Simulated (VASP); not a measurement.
```
CELL_PARAMETERS angstrom
      2.67366     0.00000     0.00000
      0.00000     2.67366     0.00000
      0.00000     0.00000     3.69291
ATOMIC_POSITIONS crystal
  Fe 0.00000 0.00000 0.00000
  Pt 0.50000 0.50000 0.50000
```
Starting moments (μB, in the order of the record's atoms Fe Pt): 2.9 0.3.

Calculation: PW91 GGA, VASP's PBE PAW potentials (set 64) (plane waves; VASP). Numerical set-up: 520 eV cut-off, 13×13×10 Γ-centred mesh, first-order Methfessel-Paxton smearing of 0.10 eV, potentials Fe Pt.

Task: Give the stress tensor in GPa (positive for a compressed cell).

Result: 
```
14.68   0.00   0.00
 0.00  14.68   0.00
 0.00   0.00  14.76
```
The pressure is its mean diagonal, 14.70 GPa.

The compound is FePt in the L1_0 structure. This cell is one point of a volume scan, at 0.94 of the reference volume.
